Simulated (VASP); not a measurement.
VASP ran on this input.

### INCAR
```
SYSTEM  =  GeSe2
PREC  =  Accurate; ENCUT  =  400; LREAL  =  F
LASPH  =  T
EDIFF  =  1E-6; NELM  =  100; ALGO  =  Normal
LMAXMIX  =  4
ISMEAR  =  1; SIGMA  =  0.1
GGA  =  PS
IBRION  =  2; NSW  =  60; ISIF  =  3
EDIFFG  =  -0.02
LWAVE  =  F; LCHARG  =  F
```

KPOINTS:
```
Automatic mesh
0
Gamma
9 9 9
0 0 0
```

### POSCAR
```
GeSe2
1.0
  1.8232215641   1.0526375441   5.4452538857
 -1.8232215641   1.0526375441   5.4452538857
  0.0000000000  -2.1052750882   5.4452538857
Ge Se
1 2
direct
  0.0011544217   0.0011544217   0.0011544217
  0.7667254721   0.7667254721   0.7667254721
  0.5654201062   0.5654201062   0.5654201062
```

POTCAR, in this order: Ge_d Se (PBE.64 set). Program: vasp_std.

### Question
Translate this PBEsol calculation to Ansatz.

### Answer
One equivalent input (not run):
Ansatz 0.2 input:
```yaml
crystal:
  lattice:
    - [1.8232216, 1.0526375, 5.4452539]
    - [-1.8232216, 1.0526375, 5.4452539]
    - [0.0000000, -2.1052751, 5.4452539]
  atoms:
    - { symbol: Ge, position: [0.0011544, 0.0011544, 0.0011544] }
    - { symbol: Se, position: [0.7667255, 0.7667255, 0.7667255] }
    - { symbol: Se, position: [0.5654201, 0.5654201, 0.5654201] }
kpoints:
  mp_grid: { grid: [9, 9, 9] }
hamiltonian:
  xc: pbesol
  pseudopotentials: { kind: paw }
scf:
  occupations: { method: methfessel_paxton, width: 0.1 }
  max_iter: 100
relax:
  max_steps: 60
  f_tol: 0.02
  cell: {}
output: { forces: true, stress: true, eigenvalues: true }
```
What does not carry over: each code has its own PAW files, so the cut-off isn't converted (ENCUT is set for VASP's; basis.ecutwfc is left out, and Ansatz then takes the one that its files recommend); Ansatz stops its SCF on the density residual and VASP on the energy change (EDIFF).

The structure was generated: GeSe2 was put into the 3R-MoS2 type (R3m), which need not be its known phase. This run relaxes it. Symmetry was kept, so distortions that lower it aren't found. The start is the result of an earlier pass.
